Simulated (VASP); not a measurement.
Computed with PBE GGA, VASP's PBE PAW potentials (set 64) (plane waves; VASP 6.6.1).

VASP input:

KPOINTS:
```
Automatic mesh
0
gamma
4 4 3
0 0 0
```

INCAR:
```
SYSTEM = TiSb
PREC = Accurate
ENCUT = 300
EDIFF = 1E-6
NELM = 100
ALGO = Normal
LREAL = .FALSE.
LASPH = .TRUE.
ISMEAR = 0
SIGMA = 0.2
GGA = PE
LMAXMIX = 4
LWAVE = .FALSE.
LCHARG = .FALSE.
ISIF = 2
```

### POSCAR
```
TiSb
1
    4.1682890000     0.0000000000     0.0000000000
    0.0000000000     4.1682890000     0.0000000000
    0.0000000000     0.0000000000     7.3395510000
Ti Sb
2 2
Direct
  0.0000000000   0.5000000000   0.0000000000
  0.5000000000   0.0000000000   0.5000000000
  0.0000000000   0.0000000000   0.2500000000
  0.0000000000   0.0000000000   0.7500000000
```

POTCAR, in this order: Ti_sv Sb (PBE.64 set). Program: vasp_std.

What VASP printed:

**OSZICAR**
```
       N       E                     dE             d eps       ncg     rms          rms(c)
DAV:   1     0.251890359029E+03    0.25189E+03   -0.12804E+04   584   0.108E+03
DAV:   2     0.944761688978E+01   -0.24244E+03   -0.23662E+03   544   0.353E+02
DAV:   3    -0.228870306515E+02   -0.32335E+02   -0.31908E+02   915   0.110E+02
DAV:   4    -0.262921525538E+02   -0.34051E+01   -0.33719E+01   712   0.301E+01
DAV:   5    -0.266447126696E+02   -0.35256E+00   -0.34740E+00   742   0.781E+00    0.133E+01
DAV:   6    -0.237951188603E+02    0.28496E+01   -0.75899E+01   686   0.503E+01    0.122E+01
DAV:   7    -0.218799370751E+02    0.19152E+01   -0.29578E+01   704   0.320E+01    0.443E+00
DAV:   8    -0.217896445218E+02    0.90293E-01   -0.44498E+00   728   0.111E+01    0.246E+00
DAV:   9    -0.216979131703E+02    0.91731E-01   -0.93660E-01   735   0.585E+00    0.604E-01
DAV:  10    -0.217030724840E+02   -0.51593E-02   -0.48874E-02   732   0.131E+00    0.320E-01
DAV:  11    -0.217026358156E+02    0.43667E-03   -0.66217E-03   797   0.425E-01    0.880E-02
DAV:  12    -0.217027123151E+02   -0.76499E-04   -0.13431E-03   804   0.110E-01    0.173E-02
DAV:  13    -0.217027382452E+02   -0.25930E-04   -0.27568E-04   597   0.385E-02    0.904E-03
DAV:  14    -0.217027469881E+02   -0.87429E-05   -0.84832E-05   593   0.195E-02    0.262E-03
DAV:  15    -0.217027509496E+02   -0.39615E-05   -0.41108E-05   425   0.939E-03    0.149E-03
DAV:  16    -0.217027534531E+02   -0.25036E-05   -0.24966E-05   427   0.568E-03    0.560E-04
DAV:  17    -0.217027551499E+02   -0.16968E-05   -0.16571E-05   417   0.332E-03    0.224E-04
DAV:  18    -0.217027563656E+02   -0.12157E-05   -0.11885E-05   417   0.204E-03    0.208E-04
DAV:  19    -0.217027572265E+02   -0.86089E-06   -0.86998E-06   417   0.121E-03
   1 F= -.21702757E+02 E0= -.21613447E+02  d E =-.178620E+00
```

### OUTCAR
```
------------------------ aborting loop because EDIFF is reached ----------------------------------------
  FORCE on cell =-STRESS in cart. coord.  units (eV):
  Direction    XX          YY          ZZ          XY          YZ          ZX
  --------------------------------------------------------------------------------------
  Total       -2.1366377     -2.1366377     -0.2228784     -0.0000000      0.0000000      0.0000000
  in kB      -26.8445626    -26.8445626     -2.8002277     -0.0000000      0.0000000      0.0000000
  external PRESSURE =     -18.8297843 kB  Pullay stress =       0.0000000 kB
  volume of cell :      127.52
      direct lattice vectors                 reciprocal lattice vectors
     4.168289000  0.000000000  0.000000000     0.239906590  0.000000000  0.000000000
     0.000000000  4.168289000  0.000000000     0.000000000  0.239906590  0.000000000
     0.000000000  0.000000000  7.339551000     0.000000000  0.000000000  0.136248117
 POSITION                                       TOTAL-FORCE (eV/Angst)
 -----------------------------------------------------------------------------------
      0.00000      2.08414      0.00000         0.000000      0.000000     -0.000000
      2.08414      0.00000      3.66978         0.000000      0.000000     -0.000000
      0.00000      0.00000      1.83489        -0.000000     -0.000000      0.000000
      0.00000      0.00000      5.50466         0.000000      0.000000     -0.000000
 -----------------------------------------------------------------------------------
    total drift:                                0.000000      0.000000     -0.000000
  FREE ENERGIE OF THE ION-ELECTRON SYSTEM (eV)
  ---------------------------------------------------
  free  energy   TOTEN  =       -21.7027572265 eV

  energy  without entropy=      -21.5241370219  energy(sigma->0) =      -21.61344712
```
(Selected blocks of OUTCAR.)

At this cut-off the stress carries a Pulay error, which pulls relaxed volumes low.

The structure was generated: TiSb was put into an ordered model structure, which need not be its known phase. The cell was not relaxed at this level. The k-mesh is coarse (spacing up to 0.38 per Å, 2π included), so the numbers may not be converged in it.
